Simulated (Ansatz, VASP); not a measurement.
# NiSb (Breithauptite) in two plane-wave programs

One calculation is typed for both programs; each brings its own data sets and cutoff. How far apart do they land?

Program: Ansatz 0.2.0. Level of theory: plane waves, with VASP 6.6.1 beside it; single point at PBE. Results are calculated unless marked as measured.

**1. Set-up**

The structure is hexagonal, space group P6_3/mmc (No. 194). Conventional cell: a = 3.940 Å, b = 3.940 Å, c = 5.140 Å, α = 90.00°, β = 90.00°, γ = 120.00°. Ni has 2 Ni at 2.57 Å and 6 Sb at 2.61 Å nearest. Nearest to Sb lie 6 Ni at 2.61 Å. Farther neighbours are not listed.

Structure file:

```cif
data_structure
_symmetry_space_group_name_H-M 'P 1'
_symmetry_Int_Tables_number 1
_cell_length_a 3.9400
_cell_length_b 3.9400
_cell_length_c 5.1400
_cell_angle_alpha 90.000
_cell_angle_beta 90.000
_cell_angle_gamma 120.000
_cell_volume 69.10
loop_
_atom_site_label
_atom_site_type_symbol
_atom_site_fract_x
_atom_site_fract_y
_atom_site_fract_z
_atom_site_occupancy
Ni1 Ni 0.00000 0.00000 0.00000 1
Ni2 Ni 0.00000 0.00000 0.50000 1
Sb3 Sb 0.33333 0.66667 0.25000 1
Sb4 Sb 0.66667 0.33333 0.75000 1
```

**2. Ansatz: single point, PBE**

Ansatz runs on its default PAW (the set named soft_2) files.

A single point gives forces, pressure and levels at one fixed geometry, so differences don't come from the geometry; what else differs is listed under the comparison.

input.yaml reads:

```yaml
crystal:
  lattice:
    - [3.94, 0.0, 0.0]
    - [-1.97, 3.4121400909, 0.0]
    - [0.0, 0.0, 5.14]
  atoms:
    - { symbol: Ni, position: [0.0, 0.0, 0.0], spin: 1.0 }
    - { symbol: Ni, position: [0.0, 0.0, 0.5], spin: 1.0 }
    - { symbol: Sb, position: [0.3333333333, 0.6666666667, 0.25] }
    - { symbol: Sb, position: [0.6666666667, 0.3333333333, 0.75] }
hamiltonian:
  xc: pbe
  pseudopotentials: { kind: paw }
magnetization:
  spin_polarized: true
kpoints:
  mp_grid: { grid: [7, 7, 5] }
scf:
  occupations: { method: fermi_dirac, width: 0.05 }
  n_extra_bands: 8
output:
  forces: true
  stress: true
  eigenvalues: true
  write_density: true
  write_potential: true
  elf: true
  volumetric_format: npy
```

Command:

```console
ansatz run input.yaml --threads 2 --pin off --max-ram 4608MiB --backend cpu --events-out ev --progress --plain --runs-dir out
```

Numbers of over 12 decimals in the logs are rounded to 6 here.

The program printed:

```text
scf.n_extra_bands = 8 over 33 filled bands (N_el = 66.0): the run solves 41 bands
Engine: ansatz 0.2.0, aarch64-unknown-linux-gnu
Pseudopotentials: kind: paw
Pseudopotential: Ni, paw, valence charge 18, recommended cutoff 420 eV (normal), Ni.paw.azcp
Pseudopotential: Sb, paw, valence charge 15, recommended cutoff 420 eV (normal), Sb.paw.azcp
Functional definition: PBE
  parameter kappa = 0.804
  parameter beta = 0.066725
  exchange = pbe_x(kappa = kappa, mu = beta*pi^2/3)
  correlation = pbe_c(beta = beta)
Crystal: 4 atoms, lattice volume = 69.101 Å³
Basis set: ecut = 420 eV, 1385 PW (Γ), exchange–correlation on 54×54×72 points (8 copies of the dense FFT grid, shifted against one another)
Bands: 41, of which v1, the nominal top of the filled ones, is band 33 counted from 1 (32 counted from 0)
Symmetry: 24 space group operations
Space group: P63/mmc (ITA 194), of the structure as read, at distance tolerance 4.1e-5 Å
Magnetic group: BNS 194.263 (UNI 1493), of the structure as read, at distance tolerance 4.1e-5 Å
k-points: 24 of 245
Non-local potential: Ni, projectors of the file, l = 0: 3, l = 1: 2, l = 2: 3, l = 3: 1
Non-local potential: Sb, projectors of the file, l = 0: 2, l = 1: 2, l = 2: 2, l = 3: 2
PAW form: soft (Blöchl's): semilocal exchange-correlation on the pseudo side does not see the compensation charge
PAW one-centre angular grid: Ni, 590 points (default); XC on 64 Gauss nodes
PAW one-centre angular grid: Sb, 590 points (default); XC on 64 Gauss nodes
Initial density: superposition of atomic densities (chi_scale 0.1, normalization cell)
Starting moments: Σ|m| = 2 μB on 2 of 4 sites
Initial wavefunctions: pseudopotential atomic-orbital guess
Functional: x = pbe(κ = 0.804, μ = 0.219515), c = pbe(β = 0.066725)
iter 1 solved again at ethr=2.76e-3 eV; its pass at ethr=3.10e-3 eV (dr2=1.82e0 eV) is discarded
SCF iter   1: F=—  HF=-24645.652228 eV  |F-HF|=—  |Δ(HF+E_count)|=         —  Δρ=8.24e-2 (↑5.48e-2 ↓8.24e-2)  dr2=1.83e0  dr2_m=2.78e0  M=0.250 μB ∫|m|=0.356 μB  β_m=0.30  ethr=2.76e-3  ⟨swp⟩=1.1  Hψ=10126  notcnv=0
Mixer restart at iter 1: flushing history
preconditioner: auto → Kerker (q_TF=auto, 2.707 Å⁻¹)  [metal: Δε(μ)=0.006 eV  Ē_g=18.018 eV  σ=0.050 eV  W_gap=0.03  n_scr=22 (ndim 8)  ℏωp=31.6 eV  f_vac=0.000  D(μ)=2.85/eV (n_scr^D=22)]
spin=Collinear: Kerker preconditioning applied to the charge; magnetization (m = ρ↑ − ρ↓) channel mixes plain (no charge-response kernel on spin).
SCF iter   2: F=—  HF=-24647.252709 eV  |F-HF|=—  |Δ(HF+E_count)|=    1.60e0  Δρ=6.79e-2 (↑3.90e-2 ↓6.79e-2)  dr2=1.74e0  dr2_m=1.68e0  M=0.141 μB ∫|m|=0.251 μB  β_m=0.59  ethr=2.76e-3  ⟨swp⟩=2.0  Hψ=2340  notcnv=0
SCF iter   3: F=—  HF=-24649.588941 eV  |F-HF|=—  |Δ(HF+E_count)|=    2.34e0  Δρ=1.72e-2 (↑1.50e-2 ↓1.72e-2)  dr2=3.12e-1  dr2_m=2.11e-3  M=-0.006 μB ∫|m|=0.013 μB  β_m=0.60  ethr=2.64e-3  ⟨swp⟩=3.0  Hψ=3836  notcnv=0  defer=100
SCF iter   4: F=—  HF=-24649.529310 eV  |F-HF|=—  |Δ(HF+E_count)|=   5.96e-2  Δρ=1.20e-2 (↑1.20e-2 ↓1.08e-2)  dr2=4.57e-1  dr2_m=3.70e-4  M=-0.003 μB ∫|m|=0.011 μB  β_m=0.53  ethr=4.73e-4  ⟨swp⟩=2.9  Hψ=4244  notcnv=0  defer=108
SCF iter   5: F=—  HF=-24649.449241 eV  |F-HF|=—  |Δ(HF+E_count)|=   8.01e-2  Δρ=6.34e-3 (↑6.34e-3 ↓3.80e-3)  dr2=4.17e-2  dr2_m=1.64e-3  M=0.003 μB ∫|m|=0.010 μB  β_m=0.77  ethr=4.73e-4  ⟨swp⟩=2.1  Hψ=2707  notcnv=0  defer=108
SCF iter   6: F=—  HF=-24649.450942 eV  |F-HF|=—  |Δ(HF+E_count)|=   1.70e-3  Δρ=7.89e-3 (↑4.32e-3 ↓7.89e-3)  dr2=6.67e-2  dr2_m=2.24e-3  M=-0.007 μB ∫|m|=0.009 μB  β_m=0.88  ethr=6.31e-5  ⟨swp⟩=2.1  Hψ=2898  notcnv=0  defer=104
SCF iter   7: F=—  HF=-24649.454895 eV  |F-HF|=—  |Δ(HF+E_count)|=   3.95e-3  Δρ=1.56e-3 (↑1.56e-3 ↓1.30e-3)  dr2=4.48e-3  dr2_m=1.27e-5  M=-0.001 μB ∫|m|=0.001 μB  β_m=0.94  ethr=6.31e-5  ⟨swp⟩=2.0  Hψ=2856  notcnv=0  defer=104
SCF iter   8: F=—  HF=-24649.454872 eV  |F-HF|=—  |Δ(HF+E_count)|=   2.38e-5  Δρ=2.86e-4 (↑1.72e-4 ↓2.86e-4)  dr2=1.28e-4  dr2_m=4.83e-6  M=-0.000 μB ∫|m|=0.000 μB  β_m=0.97  ethr=6.79e-6  ⟨swp⟩=2.0  Hψ=2701  notcnv=0  defer=100
SCF iter   9: F=—  HF=-24649.454904 eV  |F-HF|=—  |Δ(HF+E_count)|=   3.26e-5  Δρ=1.57e-4 (↑1.27e-4 ↓1.57e-4)  dr2=4.30e-5  dr2_m=1.95e-7  M=-0.000 μB ∫|m|=0.000 μB  β_m=0.99  ethr=1.93e-7  ⟨swp⟩=2.0  Hψ=2251  notcnv=0  defer=100
SCF iter  10: F=—  HF=-24649.454903 eV  |F-HF|=—  |Δ(HF+E_count)|=   1.31e-6  Δρ=5.36e-5 (↑4.87e-5 ↓5.36e-5)  dr2=5.94e-6  dr2_m=3.91e-9  M=0.000 μB ∫|m|=0.000 μB  β_m=0.99  ethr=6.52e-8  ⟨swp⟩=2.0  Hψ=2546  notcnv=0  defer=100
SCF iter  11: F=—  HF=-24649.454903 eV  |F-HF|=—  |Δ(HF+E_count)|=   6.14e-8  Δρ=1.56e-5 (↑1.49e-5 ↓1.56e-5)  dr2=5.04e-7  dr2_m=8.65e-11  M=0.000 μB ∫|m|=0.000 μB  β_m=1.00  ethr=9.00e-9  ⟨swp⟩=2.0  Hψ=2199  notcnv=0  defer=100
SCF iter  12: F=—  HF=-24649.454903 eV  |F-HF|=—  |Δ(HF+E_count)|=   1.52e-8  Δρ=1.87e-6 (↑1.68e-6 ↓1.87e-6)  dr2=5.30e-9  dr2_m=9.02e-12  M=0.000 μB ∫|m|=0.000 μB  β_m=0.87  ethr=7.64e-10  ⟨swp⟩=2.0  Hψ=2379  notcnv=0  defer=100
SCF iter  13: F=-24649.454903 eV  HF=-24649.454903 eV  |F-HF|=2.93e-8  |Δ(HF+E_count)|=   2.02e-9  Δρ=3.84e-6 (↑3.76e-6 ↓3.84e-6)  dr2=2.99e-8  dr2_m=1.12e-12  M=-0.000 μB ∫|m|=0.000 μB  ethr=8.03e-12  ⟨swp⟩=11.4  Hψ=13980  notcnv=0
SCF 1 converged in 13 iterations: F = -24649.454903 eV  dr2 = 2.99e-8
  greatest PAW one-centre occupation: 1.001 electrons in one spin orbital (limit 2), on the Ni atom at site 1 (counted from 0), in its partial waves of l = 1
WARN: the starting moments were not kept: the SCF closed with an absolute magnetisation of 7.6e-7 μB, where they sum to 2 μB in size (2 sites). That is at most 0.1 of that sum. Measured as dr2_m measures the in/out step, that magnetisation stands 6.2e-13 eV from none, at or under the dr2_threshold of 1.0e-7 eV: it is no larger than a step whose dr2_m would equal this threshold. The system may hold no moment; this SCF [...]
SCF converged after 13 iterations
Magnetization: -0.0000 μB (33.0000 up, 33.0000 down)
Absolute magnetization: 0.0000 μB (∫|ρ↑−ρ↓|, with the PAW one-centre terms)
Spin contamination: 0.0000 ħ² per cell (⟨S²⟩ above its minimum at these occupations)
Per-site moments (μB) at R_I (Å): [(-3.023539212973284e-7, 1.060125), (-3.023539214022875e-7, 1.060125), (-7.357497099196678e-9, 1.077704), (-7.357497228783499e-9, 1.077704)]
Free energy (F): -24649.454903 eV
Harris-Foulkes:  -24649.454903 eV  (|F-HF|=2.93e-8)
Internal energy: -24649.440264 eV  (E = F + TS)
E sigma→0 (E₀):  -24649.447584 eV
Entropy (-TS):   -0.014639 eV (-3.660 meV/atom)
Fermi energy:    15.107708 eV
--- Per-component energies (eV) ---
  E_band       = -873.057695
  E_kinetic    = 987.542457
  E_local      = -11118.313063  (includes V_loc(G=0)·N_el)
  E_nonlocal   = 2007.563912
  E_hartree    = 4863.344563
  E_xc         = -448.210503
  E_vxc        = -413.825138  (∫ρ·V_xc dr)
  E_paw        = -12423.057506  (= ΣΔE_a)
  E_vpaw       = -2062.736230  (= ΣTr[D̂ρ^β])
  E_aug_tail   = 0.001002  (compensation charges beyond the density's cutoff)
  E_ewald      = -8518.311126
  E_smearing   = -0.014639  (= −TS)
  E_closure    = 0.000000  (closes the sum)
  Σ components = -24649.454903   (vs F -24649.454903, Δ=0.00e0)
--- Forces (eV/Å), atoms counted from 1 ---
  atom   1  Ni     0.00000000     0.00000000     0.00000000
  atom   2  Ni     0.00000000    -0.00000000     0.00000000
  atom   3  Sb    -0.00000000    -0.00000000    -0.00000000
  atom   4  Sb     0.00000000     0.00000000     0.00000000
  max |Σ_I F_I| component: 1.39e-17 eV/Å
--- Stress (GPa, compression-positive) ---
        2.725658      -0.000000       0.000000
        0.000000       2.725658      -0.000000
        0.000000      -0.000000       2.178296
  P = ⅓ Tr σ = 2.5432 GPa (25.432 kbar)
--- Band table (eV; the first three rows and the last of 48) ---
  k-point 0 ↑: bands = [... 29 lower, 13.8080, 15.1012, 15.6909, 15.6909, 17.5952, 17.5952, 18.2572, 19.1094, ... 4 higher]
  k-point 1 ↑: bands = [... 29 lower, 13.5764, 14.9173, 16.1127, 16.1127, 17.5704, 17.5704, 18.0356, 18.6483, ... 4 higher]
  k-point 2 ↑: bands = [... 29 lower, 13.2222, 14.8769, 16.1645, 16.8690, 16.8690, 17.3975, 17.3975, 19.6844, ... 4 higher]
  k-point 23 ↓: bands = [... 29 lower, 13.3038, 13.6249, 13.6861, 13.9134, 14.1382, 18.2386, 19.1501, 21.7101, ... 4 higher]
```

Elapsed: 8.9 s, on 2 threads of Arm Neoverse V1, shared host; peak memory 0.42 GiB; 17 s of CPU time.

In the SCF lines HF is the Harris–Foulkes energy and dr2 the Hartree energy of the density residual, in eV; the loop may stop once dr2 is under the threshold and the program's other checks hold. Hψ counts applications of the Hamiltonian.

The run ends at a pressure of 2.54 GPa.

**3. VASP: single point, PBE**

The same cell, functional, mesh and smearing now go to VASP, with its own data sets and cutoff.

Lines of VASP's logs that name or quote its potential files are left out, and so is its time.

INCAR reads:

```
SYSTEM = NiSb
PREC = Accurate
ENCUT = 400
EDIFF = 1E-06
NELM = 100
ISMEAR = -1
SIGMA = 0.05
LREAL = .FALSE.
ALGO = Normal
GGA = PE
NBANDS = 25
ISPIN = 2
MAGMOM = 1 1 0 0
LASPH = .TRUE.
LMAXMIX = 4
LORBIT = 11
LWAVE = .FALSE.
LCHARG = .FALSE.
KPAR = 4
ISIF = 2
```

POSCAR reads:

```
NiSb
1.0
    3.9400000000      0.0000000000      0.0000000000
   -1.9700000000      3.4121400909      0.0000000000
    0.0000000000      0.0000000000      5.1400000000
Ni Sb
2 2
Direct
    0.0000000000      0.0000000000      0.0000000000
    0.0000000000      0.0000000000      0.5000000000
    0.3333333333      0.6666666667      0.2500000000
    0.6666666667      0.3333333333      0.7500000000
```

KPOINTS reads:

```
Automatic mesh
0
Gamma
7 7 5
0 0 0
```

The projector-augmented-wave data sets are Ni and Sb (PBE family, release 64).

Command:

```console
mpirun -np 4 vasp_std
```

The program printed:

```text
[banner, memory and clock lines left out]
running    4 mpi-ranks, on    1 nodes
 distrk:  each k-point on    1 cores,    4 groups
 distr:  one band on    1 cores,    1 groups

 POSCAR found type information on POSCAR NiSb
 POSCAR found :  2 types and       4 ions
 LDA part: xc-table for (Slater+PW92), standard interpolation
 POSCAR, INCAR and KPOINTS ok, starting setup
 FFT: planning ... GRIDC
 FFT: planning ... GRID_SOFT
 FFT: planning ... GRID
 WAVECAR not read
 entering main loop
       N       E                     dE             d eps       ncg     rms          rms(c)
DAV:   1     0.152749783573E+03    0.15275E+03   -0.10138E+04  2400   0.101E+03
DAV:   2    -0.135273793256E+02   -0.16628E+03   -0.15687E+03  2523   0.240E+02
DAV:   3    -0.213888641276E+02   -0.78615E+01   -0.76757E+01  3048   0.638E+01
DAV:   4    -0.215486096682E+02   -0.15975E+00   -0.15954E+00  2727   0.883E+00
DAV:   5    -0.215539597574E+02   -0.53501E-02   -0.53498E-02  3060   0.167E+00    0.141E+01
DAV:   6    -0.244569181411E+02   -0.29030E+01   -0.22024E+01  2755   0.829E+01    0.181E+01
DAV:   7    -0.203306880329E+02    0.41262E+01   -0.93976E+00  2856   0.588E+01    0.342E+00
DAV:   8    -0.203549819777E+02   -0.24294E-01   -0.74715E-01  3269   0.752E+00    0.241E+00
DAV:   9    -0.203103669812E+02    0.44615E-01   -0.13567E-01  2866   0.574E+00    0.697E-01
DAV:  10    -0.203120518521E+02   -0.16849E-02   -0.47107E-03  3206   0.625E-01    0.327E-01
DAV:  11    -0.203123766786E+02   -0.32483E-03   -0.71867E-04  2830   0.333E-01    0.176E-01
DAV:  12    -0.203122333725E+02    0.14331E-03   -0.52088E-04  2893   0.377E-01    0.604E-02
DAV:  13    -0.203122489296E+02   -0.15557E-04   -0.53776E-05  2831   0.748E-02    0.226E-02
DAV:  14    -0.203122490931E+02   -0.16355E-06   -0.61474E-06  2896   0.235E-02
   1 F= -.20312249E+02 E0= -.20305022E+02  d E =-.144540E-01  mag=     0.0004
```

OUTCAR, selected parts (step 3):

```text
ion  position               nearest neighbor table
   1  0.000  0.000  0.000-   2 2.57   2 2.57   4 2.61   3 2.61   3 2.61   4 2.61   4 2.61   3 2.61

  LATTYP: Found a hexagonal cell.
 ALAT       =     3.9400000000
 C/A-ratio  =     1.3045685279

 Subroutine GETGRP returns: Found 24 space group operations
 (whereof 12 operations were pure point group operations)

The static configuration has the point symmetry D_3d.
 The point group associated with its full space group is D_6h.

 Found     24 irreducible k-points:

   k-points           NKPTS =     24   k-points in BZ     NKDIM =     24   number of bands    NBANDS=     25

   dimension x,y,z NGX =    28 NGY =   28 NGZ =   36
   dimension x,y,z NGXF=    56 NGYF=   56 NGZF=   72

   ENCUT  =  400.0 eV  29.40 Ry    5.42 a.u.   6.43  6.43  8.38*2*pi/ulx,y,z

   NELECT =      30.0000    total number of electrons

 k-points in reciprocal lattice and weights: Automatic mesh
   0.00000000  0.00000000  0.00000000       0.004
   0.14285714  0.00000000  0.00000000       0.024
   0.28571429  0.00000000  0.00000000       0.024
   0.42857143 -0.00000000  0.00000000       0.024
   0.14285714  0.14285714  0.00000000       0.024
   0.28571429  0.14285714  0.00000000       0.049
   0.42857143  0.14285714  0.00000000       0.024
   0.28571429  0.28571429  0.00000000       0.024
   0.00000000  0.00000000  0.20000000       0.008
[...]
0.42857143  0.14285714  0.40000000       0.049
   0.28571429  0.28571429  0.40000000       0.049

 average (electrostatic) potential at core
       1 -81.5921       2 -81.5921       3 -83.1236       4 -83.1236

 E-fermi :   9.9009

 spin component 1
 k-point     1 :       0.0000    0.0000    0.0000
  band No.  band energies     occupation
    ...
      9       7.8202      1.00000
     10       7.8202      1.00000
     11       8.5942      1.00000
     12       8.5942      1.00000
     13       9.8830      0.58872
     14      10.5107      0.00001
     15      10.5107      0.00001
     16      12.3816      0.00000
     17      12.3816      0.00000
     18      13.0577      0.00000
    ...

 k-point     2 :       0.1429    0.0000    0.0000
  band No.  band energies     occupation
    ...
     11       8.5800      1.00000
     12       8.5958      1.00000
     13       9.0846      1.00000
     14       9.7589      0.94479
     15       9.8008      0.88106
     16      11.5045      0.00000
     17      13.0320      0.00000
     18      13.4666      0.00000
     19      14.5655      0.00000
     20      15.5145      0.00000
    ...

 k-point     3 :       0.2857    0.0000    0.0000
  band No.  band energies     occupation
    ...
     11       8.0905      1.00000
     12       8.5524      1.00000
     13       8.6002      1.00000
     14       8.7052      1.00000
     15       9.4453      0.99989
     16      10.4850      0.00001
     17      12.0710      0.00000
     18      13.6439      0.00000
     19      13.8771      0.00000
     20      15.8669      0.00000
    ...

 k-point     4 :       0.4286   -0.0000    0.0000
  band No.  band energies     occupation
    ...
     12       8.0596      1.00000
     13       8.5269      1.00000
     14       8.5857      1.00000
     15       8.6058      1.00000
     16       9.6727      0.98969
     17      11.1422      0.00000
     18      13.4018      0.00000
     19      13.8464      0.00000
     20      15.3325      0.00000
     21      15.3955      0.00000
    ...

 k-point     5 :       0.1429    0.1429    0.0000
  band No.  band energies     occupation
    ...
     11       8.1710      1.00000
     12       8.5624      1.00000
     13       8.5959      1.00000
     14       8.8896      1.00000
     15       9.6195      0.99642
     16      11.8181      0.00000
     17      12.1623      0.00000
     18      12.5585      0.00000
     19      14.7908      0.00000
     20      15.1430      0.00000
    ...

 k-point     6 :       0.2857    0.1429    0.0000
  band No.  band energies     occupation
    ...
     11       8.0862      1.00000
     12       8.3082      1.00000
     13       8.5454      1.00000
     14       8.5958      1.00000
     15       9.1189      1.00000
     16      10.5846      0.00000
     17      11.2327      0.00000
     18      12.2479      0.00000
     19      13.8059      0.00000
     20      14.4675      0.00000
    ...

  Total        1.0268763      1.0268763      0.8412211      0.0000000      0.0000000      0.0000000
  in kB       23.8090747     23.8090747     19.5044872      0.0000000      0.0000000      0.0000000
  external PRESSURE =      22.3742122 kB  Pullay stress =       0.0000000 kB

  energy-cutoff  :      400.00
  volume of cell :       69.10
      direct lattice vectors                 reciprocal lattice vectors
     3.940000000  0.000000000  0.000000000     0.253807107  0.146535601  0.000000000
    -1.970000000  3.412140091  0.000000000     0.000000000  0.293071203  0.000000000
     0.000000000  0.000000000  5.140000000     0.000000000  0.000000000  0.194552529

 POSITION                                       TOTAL-FORCE (eV/Angst)
 -----------------------------------------------------------------------------------
      0.00000      0.00000      0.00000         0.000000      0.000000      0.000000
      0.00000      0.00000      2.57000         0.000000      0.000000      0.000000
     -0.00000      2.27476      1.28500        -0.000000      0.000000     -0.000000
      1.97000      1.13738      3.85500         0.000000      0.000000      0.000000
 -----------------------------------------------------------------------------------
    total drift:                               -0.000000      0.000000      0.000000

  FREE ENERGIE OF THE ION-ELECTRON SYSTEM (eV)
  ---------------------------------------------------
  free  energy   TOTEN  =       -20.3122490931 eV

  energy  without entropy=      -20.2977951153  energy(sigma->0) =      -20.30502210

 total charge
# of ion       s       p       d       tot
------------------------------------------
    1        0.447   0.477   8.458   9.382
    2        0.447   0.477   8.458   9.382
    3        1.132   1.218   0.074   2.424
    4        1.132   1.218   0.074   2.424
--------------------------------------------------
tot          3.159   3.389  17.064  23.612

 magnetization (x)
# of ion       s       p       d       tot
------------------------------------------
    1       -0.000  -0.000   0.000   0.000
    2       -0.000  -0.000   0.000   0.000
    3        0.000  -0.000  -0.000  -0.000
    4        0.000  -0.000  -0.000  -0.000
--------------------------------------------------
tot          0.000  -0.000   0.001   0.001

[... 6 further parts left out ...]
```

At this level the cell is under a pressure of 2.2 GPa, so at these settings it is away from equilibrium.

**4. Comparison**

Known differences besides the potentials themselves: the data sets hold 66 valence electrons in Ansatz (default PAW (the set named soft_2) files) and 30 in VASP; the cutoff is 420 eV in Ansatz and 400 eV in VASP. Total energies have different zeros and are not compared.

Both answers:

```tsv
quantity	Ansatz	VASP	difference
pressure (GPa)	2.54	2.24	+0.31
pressure without Ansatz's Pulay correction (GPa)	2.48	2.24	+0.24
```

Ansatz's pressure holds a Pulay correction of 0.06 GPa; VASP's holds none.

**5. What came out**

```json
{"difference in pressure (single point, PBE)": "0.31 GPa"}
```

What this shows: The difference in pressure is 0.31 GPa (single point, PBE), within the 1 GPa picked in this series as the mark of a large difference. Such differences can come from data sets, numerical settings and the points named under the comparisons, not from the functional's error against experiment.

[Lines on the potential files, build, host, timing and source positions are cut from VASP's logs without a mark.]

[Logs are printed without paths, hosts, clocks, repeated set-up lines and the standing remarks that a program may print on its own settings, such as how far it seeks lower states.]

[Hosts, paths, dates, database ids (printed as entryN), source tags and the programs' standing remarks are cut or masked in the printed files.]
